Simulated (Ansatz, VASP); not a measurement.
# InSnSb: VASP beside Ansatz

Wanted: the spread between two codes on one cell, functional and k mesh. The cell is generated by rule, not measured, and may not be a known phase. The cell is taken from a series of runs on this material, whose earlier steps may have relaxed, scaled, displaced or heated it; both programs get it as it stands.

Method: plane waves, with VASP 6.6.1 beside it; single point at PBEsol, in Ansatz 0.2.0.

The structure was built from a prototype and need not be the compound's stable phase.

**1. The structure**

The structure is orthorhombic, space group Imm2 (No. 44). Conventional cell: a = 4.584 Å, b = 4.584 Å, c = 19.450 Å, α = 90.00°, β = 90.00°, γ = 90.00°. Nearest to In lie 2 Sb at 2.81 Å and 2 Sn at 2.81 Å. Nearest to In lie 4 Sb at 2.81 Å. Nearest to Sb lie 4 In at 2.81 Å. Nearest to Sb lie 2 In at 2.81 Å and 2 Sn at 2.81 Å. Nearest to Sn lie 2 Sn at 2.81 Å and 2 Sb at 2.81 Å. Nearest to Sn lie 2 Sn at 2.81 Å and 2 In at 2.81 Å. Farther neighbours are not listed.

**2. Ansatz: single point, PBEsol**

Ansatz runs on its default PAW (the set named soft_2) files.

A single point gives forces, pressure and levels at one fixed geometry, so differences don't come from the geometry; what else differs is listed under the comparison.

The input, input.yaml:

```yaml
crystal:
  lattice:
    - [3.24167, 3.24167, 0.0]
    - [-3.24167, 3.24167, 0.0]
    - [3.24167, 0.0, 9.725]
  atoms:
    - { symbol: In, position: [0.0, 0.0, 0.0] }
    - { symbol: In, position: [0.333333, 0.666667, 0.333333] }
    - { symbol: Sb, position: [0.416667, 0.083333, 0.166667] }
    - { symbol: Sb, position: [0.75, 0.75, 0.5] }
    - { symbol: Sn, position: [0.666667, 0.333333, 0.666667] }
    - { symbol: Sn, position: [0.083333, 0.416667, 0.833333] }
kpoints:
  mp_grid: { grid: [4, 4, 4] }
hamiltonian:
  xc: pbesol
scf:
  occupations: { method: gaussian, width: 0.1 }
output:
  forces: true
  stress: true
  eigenvalues: true
```

On the command line:

```sh
$ ansatz run input.yaml --threads 8 --pin off --max-ram 14336MiB --backend cpu --events-out ev --progress --plain --runs-dir out
```

Numbers of over 12 decimals in the logs are rounded to 6 here.

What it wrote:

```text
Warning: the atoms were moved onto the symmetric positions of the space group found under crystal.symmetry.tolerance 1.0e-5 (fractional; no operation is sought that the atoms, as they stand in a round, miss by more than twice it, and no atom is moved by as much as it), and the run uses the moved positions. Before a round's move an operation carried an atom to 6.48e-6 Å from where it should land, the largest such dist [...]
Engine: ansatz 0.2.0, x86_64-unknown-linux-gnu
Pseudopotentials: kind: paw
Pseudopotential: In, paw, valence charge 13, recommended cutoff 420 eV (normal), In.paw.azcp
Pseudopotential: Sb, paw, valence charge 15, recommended cutoff 420 eV (normal), Sb.paw.azcp
Pseudopotential: Sn, paw, valence charge 14, recommended cutoff 420 eV (normal), Sn.paw.azcp
Functional definition: PBEsol
  exchange = pbesol_x
  correlation = pbesol_c
Crystal: 6 atoms, lattice volume = 204.389 Å³
Basis set: ecut = 420 eV, 4025 PW (Γ), exchange–correlation on 64×64×144 points (8 copies of the dense FFT grid, shifted against one another)
Bands: 51, of which v1, the nominal top of the filled ones, is band 42 counted from 1 (41 counted from 0)
Symmetry: 4 space group operations
Space group: Imm2 (ITA 44), of the structure as read, at distance tolerance 5.9e-5 Å
k-points: 18 of 64 (time reversal used)
Non-local potential: In, projectors of the file, l = 0: 2, l = 1: 2, l = 2: 2, l = 3: 2
Non-local potential: Sb, projectors of the file, l = 0: 2, l = 1: 2, l = 2: 2, l = 3: 2
Non-local potential: Sn, projectors of the file, l = 0: 2, l = 1: 2, l = 2: 2, l = 3: 2
PAW form: soft (Blöchl's): semilocal exchange-correlation on the pseudo side does not see the compensation charge
PAW frozen core: In, regenerated for the run's functional, and the local potential with it (the file was generated under x = pbe(κ = 0.804, μ = 0.219515), c = pbe(β = 0.066725))
PAW frozen core: Sb, regenerated for the run's functional, and the local potential with it (the file was generated under x = pbe(κ = 0.804, μ = 0.219515), c = pbe(β = 0.066725))
PAW frozen core: Sn, regenerated for the run's functional, and the local potential with it (the file was generated under x = pbe(κ = 0.804, μ = 0.219515), c = pbe(β = 0.066725))
PAW one-centre angular grid: In, 590 points (default); XC on 64 Gauss nodes
PAW one-centre angular grid: Sb, 590 points (default); XC on 64 Gauss nodes
PAW one-centre angular grid: Sn, 590 points (default); XC on 64 Gauss nodes
Initial density: superposition of atomic densities (neutral atoms: chi_scale 0, normalization atom), corrected by the library's trained network
Initial wavefunctions: pseudopotential atomic-orbital guess
Functional: x = pbesol(κ = 0.804, μ = 0.123457), c = pbesol(β = 0.046)
SCF iter   1: F=—  HF=-35766.353665 eV  |F-HF|=—  |Δ(HF+E_count)|=         —  Δρ=3.34e-3  dr2=3.51e-2  ethr=1.77e-3  ⟨swp⟩=8.1  Hψ=3885  notcnv=0  defer=2
preconditioner: auto → LDOS  [metal: Δε(μ)=0.086 eV  Ē_g=15.880 eV  σ=0.100 eV  W_gap=0.41  n_scr=50 (ndim 8)  ℏωp=20.8 eV  f_vac=0.101  D(μ)=1.51/eV (n_scr^D=2)  β→1.0]
SCF iter   2: F=—  HF=-35766.346896 eV  |F-HF|=—  |Δ(HF+E_count)|=   6.77e-3  Δρ=2.09e-3  dr2=1.08e-2  ethr=4.18e-5  ⟨swp⟩=2.0  Hψ=1936  notcnv=0  defer=42
SCF iter   3: F=—  HF=-35766.342551 eV  |F-HF|=—  |Δ(HF+E_count)|=   4.34e-3  Δρ=4.29e-4  dr2=5.35e-4  ethr=1.29e-5  ⟨swp⟩=2.0  Hψ=1633  notcnv=0  defer=42
SCF iter   4: F=—  HF=-35766.342449 eV  |F-HF|=—  |Δ(HF+E_count)|=   1.02e-4  Δρ=1.00e-4  dr2=3.41e-5  ethr=6.37e-7  ⟨swp⟩=2.0  Hψ=1635  notcnv=0  defer=42
SCF iter   5: F=—  HF=-35766.342513 eV  |F-HF|=—  |Δ(HF+E_count)|=   6.41e-5  Δρ=2.84e-5  dr2=2.31e-6  ethr=4.06e-8  ⟨swp⟩=2.0  Hψ=1634  notcnv=0  defer=42
SCF iter   6: F=—  HF=-35766.342513 eV  |F-HF|=—  |Δ(HF+E_count)|=   8.56e-8  Δρ=8.30e-6  dr2=1.61e-7  ethr=2.75e-9  ⟨swp⟩=2.0  Hψ=1634  notcnv=0  defer=42
SCF iter   7: F=-35766.342513 eV  HF=-35766.342513 eV  |F-HF|=1.52e-8  |Δ(HF+E_count)|=   8.40e-8  Δρ=3.11e-6  dr2=2.65e-8  ethr=1.19e-10  ⟨swp⟩=11.2  Hψ=4115  notcnv=0
SCF 1 converged in 7 iterations: F = -35766.342513 eV  dr2 = 2.65e-8
  greatest PAW one-centre occupation: 0.996 electrons in one spin orbital (limit 2), on the Sb atom at site 3 (counted from 0), in its partial waves of l = 2
SCF converged after 7 iterations
Free energy (F): -35766.342513 eV
Harris-Foulkes:  -35766.342513 eV  (|F-HF|=1.52e-8)
Internal energy: -35766.333858 eV  (E = F + TS)
E sigma→0 (E₀):  -35766.338185 eV
Entropy (-TS):   -0.008655 eV (-1.442 meV/atom)
Fermi energy:    7.573298 eV
--- Per-component energies (eV) ---
  E_band       = -778.688987
  E_kinetic    = 1279.070869
  E_local      = -8716.934065  (includes V_loc(G=0)·N_el)
  E_nonlocal   = 1405.373645
  E_hartree    = 4075.492341
  E_xc         = -1459.626507
  E_vxc        = -586.175952  (∫ρ·V_xc dr)
  E_paw        = -25301.933134  (= ΣΔE_a)
  E_vpaw       = -2311.013498  (= ΣTr[D̂ρ^β])
  E_aug_tail   = 0.000046  (compensation charges beyond the density's cutoff)
  E_ewald      = -7049.482251
  E_core_change = 1.705199  (= ΣΔE_core)
  E_smearing   = -0.008655  (= −TS)
  E_closure    = 0.000000  (closes the sum)
  Σ components = -35766.342513   (vs F -35766.342513, Δ=0.00e0)
--- Forces (eV/Å), atoms counted from 1 ---
  atom   1  In     0.00000000     0.00000000    -0.26643419
  atom   2  In     0.00000000     0.00000000    -0.12504730
  atom   3  Sb    -0.00000000    -0.00000000     0.08182325
  atom   4  Sb    -0.00000000    -0.00000000    -0.31037399
  atom   5  Sn     0.00000000     0.00000000     0.45675761
  atom   6  Sn    -0.00000000    -0.00000000     0.16328818
  max |Σ_I F_I| component: 1.35e-5 eV/Å
--- Stress (GPa, compression-positive) ---
        1.635401      -0.106486       0.000000
       -0.106486       1.635401       0.000000
        0.000000       0.000000       0.838228
  P = ⅓ Tr σ = 1.3697 GPa (13.697 kbar)
--- Band table (eV; the first three rows and the last of 18) ---
  k-point 0: bands = [... 38 lower, 5.7192, 6.8499, 7.3713, 7.4494, 7.7985, 8.2093, 8.4757, 9.3300, ... 5 higher]
  k-point 1: bands = [... 38 lower, 5.9112, 5.9184, 7.1462, 7.5008, 7.9465, 8.2740, 8.6893, 9.1945, ... 5 higher]
  k-point 2: bands = [... 38 lower, 6.0855, 6.3153, 6.7069, 7.2024, 8.0574, 8.3638, 8.9247, 9.1652, ... 5 higher]
  k-point 17: bands = [... 38 lower, 4.6355, 4.7976, 5.2686, 5.2696, 8.7409, 8.7638, 8.9553, 8.9708, ... 5 higher]
```

The run ends at a pressure of 1.37 GPa, with forces up to 0.46 eV/Å.

**3. VASP: single point, PBEsol**

The same cell, functional, mesh and smearing now go to VASP, with its own data sets.

Lines of VASP's logs that name or quote its potential files are left out, and so is its time.

The input, INCAR:

```
SYSTEM = InSnSb
PREC = Accurate
ENCUT = 500
EDIFF = 1E-06
NELM = 120
ISMEAR = 0
SIGMA = 0.1
LREAL = .FALSE.
ALGO = Normal
GGA = PS
NBANDS = 39
LORBIT = 11
LWAVE = .FALSE.
LCHARG = .FALSE.
ISIF = 2
LASPH = .TRUE.
GGA_COMPAT = .FALSE.
KPAR = 2
```

The input, POSCAR:

```
InSnSb
1.0
    3.2416700000      3.2416700000      0.0000000000
   -3.2416700000      3.2416700000      0.0000000000
    3.2416700000      0.0000000000      9.7250000000
In Sb Sn
2 2 2
Direct
    0.0000000000      0.0000000000      0.0000000000
    0.3333335000      0.6666665000      0.3333330000
    0.4166665000      0.0833335000      0.1666670000
    0.7500000000      0.7500000000      0.5000000000
    0.6666665000      0.3333335000      0.6666670000
    0.0833335000      0.4166665000      0.8333330000
```

The input, KPOINTS:

```
Automatic mesh
0
Gamma
4 4 4
0 0 0
```

The projector-augmented-wave data sets are In_d, Sb and Sn_d (PBE family, release 64).

On the command line:

```sh
$ mpirun -np 2 vasp_std
```

What it wrote:

```text
[banner, memory and clock lines left out]
running    2 mpi-ranks, on    1 nodes
 distrk:  each k-point on    1 cores,    2 groups
 distr:  one band on    1 cores,    1 groups

 POSCAR found type information on POSCAR InSbSn
 POSCAR found :  3 types and       6 ions
|                                                                             |
|               ----> ADVICE to this user running VASP <----                  |
|                                                                             |
|     You enforced a specific xc type in the INCAR file but a different       |
|     [... a line on the potential file left out ...]
|     I HOPE YOU KNOW WHAT YOU ARE DOING!                                     |
|                                                                             |

 LDA part: xc-table for (Slater+PW92), standard interpolation
 POSCAR, INCAR and KPOINTS ok, starting setup
 FFT: planning ... GRIDC
 FFT: planning ... GRID_SOFT
 FFT: planning ... GRID
 WAVECAR not read
 entering main loop
       N       E                     dE             d eps       ncg     rms          rms(c)
DAV:   1     0.621784822291E+03    0.62178E+03   -0.28684E+04  1418   0.189E+03
DAV:   2     0.631155486701E+02   -0.55867E+03   -0.54536E+03  1404   0.517E+02
DAV:   3    -0.193832566204E+02   -0.82499E+02   -0.80207E+02  1673   0.201E+02
DAV:   4    -0.236298918907E+02   -0.42466E+01   -0.42221E+01  1644   0.496E+01
DAV:   5    -0.238135489242E+02   -0.18366E+00   -0.18361E+00  2121   0.100E+01    0.678E+00
DAV:   6    -0.234747852306E+02    0.33876E+00   -0.42047E-01  1800   0.138E+01    0.379E+00
DAV:   7    -0.233994382495E+02    0.75347E-01   -0.42941E-01  1803   0.562E+00    0.860E-01
DAV:   8    -0.233966575421E+02    0.27807E-02   -0.65848E-02  1758   0.352E+00    0.543E-01
DAV:   9    -0.233979784404E+02   -0.13209E-02   -0.75905E-03  2174   0.111E+00    0.272E-01
DAV:  10    -0.233983785788E+02   -0.40014E-03   -0.21112E-03  1952   0.470E-01    0.685E-02
DAV:  11    -0.233984490568E+02   -0.70478E-04   -0.25840E-04  1849   0.129E-01    0.342E-02
DAV:  12    -0.233984588095E+02   -0.97527E-05   -0.90968E-05  1804   0.113E-01    0.168E-02
DAV:  13    -0.233984647611E+02   -0.59517E-05   -0.19476E-05  1790   0.297E-02    0.388E-03
DAV:  14    -0.233984647555E+02    0.56298E-08   -0.12168E-06  1123   0.782E-03
   1 F= -.23398465E+02 E0= -.23394069E+02  d E =-.879196E-02
```

OUTCAR, selected parts (step 3):

```text
ion  position               nearest neighbor table
   1  0.000  0.000  0.000-   3 2.81   6 2.81   6 2.81   3 2.81
   2  0.333  0.667  0.333-   3 2.81   3 2.81   4 2.81   4 2.81
   3  0.417  0.083  0.167-   2 2.81   2 2.81   1 2.81   1 2.81
   4  0.750  0.750  0.500-   2 2.81   5 2.81   2 2.81   5 2.81
   5  0.667  0.333  0.667-   6 2.81   6 2.81   4 2.81   4 2.81
   6  0.083  0.417  0.833-   5 2.81   5 2.81   1 2.81   1 2.81

  LATTYP: Found a body centered tetragonal cell.
 ALAT       =     4.5844136787
 C/A-ratio  =     4.2426363245

 Subroutine GETGRP returns: Found  4 space group operations
 (whereof  4 operations were pure point group operations)

The static configuration has the point symmetry C_2v.

 Found     18 irreducible k-points:

   k-points           NKPTS =     18   k-points in BZ     NKDIM =     18   number of bands    NBANDS=     39

   dimension x,y,z NGX =    36 NGY =   36 NGZ =   80
   dimension x,y,z NGXF=    72 NGYF=   72 NGZF=  160

   ENCUT  =  500.0 eV  36.75 Ry    6.06 a.u.   8.36  8.36 18.69*2*pi/ulx,y,z

   NELECT =      64.0000    total number of electrons

 k-points in reciprocal lattice and weights: Automatic mesh
   0.00000000  0.00000000  0.00000000       0.016
   0.25000000  0.00000000 -0.00000000       0.062
   0.00000000 -0.25000000 -0.00000000       0.062
   0.50000000  0.00000000 -0.00000000       0.031
   0.00000000  0.50000000  0.00000000       0.031
   0.25000000  0.25000000  0.00000000       0.062
   0.50000000  0.25000000 -0.00000000       0.125
   0.25000000  0.50000000  0.25000000       0.125
  -0.25000000  0.25000000  0.00000000       0.125
[...]
0.50000000  0.50000000  0.25000000       0.031
   0.00000000  0.00000000  0.50000000       0.016

 average (electrostatic) potential at core
       1 -95.7497       2 -96.0701       3 -86.9582       4 -87.2957       5-101.7093
       6-101.2207

 E-fermi :   5.3248

 k-point     1 :       0.0000    0.0000    0.0000
  band No.  band energies     occupation
    ...
     28       3.3880      2.00000
     29       3.4698      2.00000
     30       4.6054      2.00000
     31       5.1294      1.99430
     32       5.2041      1.91219
     33       5.5526      0.00128
     34       5.9548      0.00000
     35       6.2252      0.00000
     36       7.0762      0.00000
     37       7.1645      0.00000
    ...

 k-point     2 :       0.2500    0.0000   -0.0000
  band No.  band energies     occupation
    ...
     28       2.7840      2.00000
     29       3.0971      2.00000
     30       3.7561      2.00000
     31       4.0799      2.00000
     32       5.3441      0.78555
     33       5.6886      0.00000
     34       6.6642      0.00000
     35       7.3581      0.00000
     36       7.9768      0.00000
     37       8.1251      0.00000
    ...

 k-point     3 :       0.0000   -0.2500   -0.0000
  band No.  band energies     occupation
    ...
     28       3.1853      2.00000
     29       3.2796      2.00000
     30       3.7237      2.00000
     31       4.0192      2.00000
     32       4.8546      2.00000
     33       6.3045      0.00000
     34       6.5699      0.00000
     35       6.9674      0.00000
     36       7.9076      0.00000
     37       8.1475      0.00000
    ...

  Total        2.0891726      2.0891726      1.0753819     -0.1585318      0.0000000      0.0000000
  in kB       16.3767494     16.3767494      8.4297774     -1.2427102      0.0000000      0.0000000
  external PRESSURE =      13.7277588 kB  Pullay stress =       0.0000000 kB

  energy-cutoff  :      500.00
  volume of cell :      204.39
      direct lattice vectors                 reciprocal lattice vectors
     3.241670000  3.241670000  0.000000000     0.154241487  0.154241487 -0.051413882
    -3.241670000  3.241670000  0.000000000    -0.154241487  0.154241487  0.051413882
     3.241670000  0.000000000  9.725000000     0.000000000  0.000000000  0.102827763

 POSITION                                       TOTAL-FORCE (eV/Angst)
 -----------------------------------------------------------------------------------
      0.00000      0.00000      0.00000        -0.000000      0.000000     -0.270939
      0.00000      3.24167      3.24166         0.000000      0.000000     -0.121551
      1.62083      1.62084      1.62084        -0.000000      0.000000      0.080000
      1.62084      4.86251      4.86250         0.000000      0.000000     -0.318459
      3.24167      3.24167      6.48334         0.000000     -0.000000      0.468325
      1.62084      1.62084      8.10416         0.000000     -0.000000      0.162625
 -----------------------------------------------------------------------------------
    total drift:                                0.000010      0.000009      0.000427

  FREE ENERGIE OF THE ION-ELECTRON SYSTEM (eV)
  ---------------------------------------------------
  free  energy   TOTEN  =       -23.3984647555 eV

  energy  without entropy=      -23.3896728000  energy(sigma->0) =      -23.39406878

 total charge
# of ion       s       p       d       tot
------------------------------------------
    1        0.884   0.733   9.855  11.471
    2        0.876   0.719   9.865  11.459
    3        1.140   1.325   0.021   2.486
    4        1.150   1.313   0.025   2.488
    5        1.172   1.175   9.982  12.329
    6        1.165   1.229   9.961  12.355
--------------------------------------------------
tot          6.386   6.493  39.708  52.588

[... 3 further parts left out ...]
```

The k-mesh is coarse for a metal.

The run ends at a pressure of 1.37 GPa, with forces up to 0.47 eV/Å.

**4. Comparison**

Known differences besides the potentials themselves: the data sets hold 84 valence electrons in Ansatz (on its default PAW (the set named soft_2) files) and 64 in VASP; the cutoff is 420 eV in Ansatz and 500 eV in VASP; Ansatz makes its cores anew for this functional, VASP keeps those of its PBE data sets. Total energies have different zeros and are not compared.

Compared:

```csv
quantity,Ansatz,VASP,difference
pressure (GPa),1.37,1.37,0.00
```

Forces (eV/Å; atoms numbered as in POSCAR):

```csv
atom,"Ansatz x, y, z","VASP x, y, z"
In1,"0.000, 0.000, -0.266","0.000, 0.000, -0.271"
In2,"0.000, 0.000, -0.125","0.000, 0.000, -0.122"
Sb3,"0.000, 0.000, 0.082","0.000, 0.000, 0.080"
Sb4,"0.000, 0.000, -0.310","0.000, 0.000, -0.318"
Sn5,"0.000, 0.000, 0.457","0.000, 0.000, 0.468"
Sn6,"0.000, 0.000, 0.163","0.000, 0.000, 0.163"
```

The forces differ by 3.6 meV/Å r.m.s., which is 2.3 % of the r.m.s. force of 0.157 eV/Å (both taken over all components).

**5. What came out**

| Property | Result |
| --- | --- |
| r.m.s. force difference (single point, PBEsol) | 3.6 meV/Å |

**Reading.** The r.m.s. force difference is 3.6 meV/Å (single point, PBEsol), within the 12 meV/Å picked in this series as the mark of a large difference. The data sets hold unlike numbers of valence electrons (84 in Ansatz and 64 in VASP), so part of the differences comes from the potentials. Such differences can come from data sets, numerical settings and the points named under the comparisons, not from the functional's error against experiment.

[Lines on the potential files, build, host, timing and source positions are cut from VASP's logs without a mark.]

[Logs are printed without paths, hosts, clocks, repeated set-up lines and the standing remarks that a program may print on its own settings, such as how far it seeks lower states.]

[Hosts, paths, dates, database ids (printed as entryN), source tags and the programs' standing remarks are cut or masked in the printed files.]
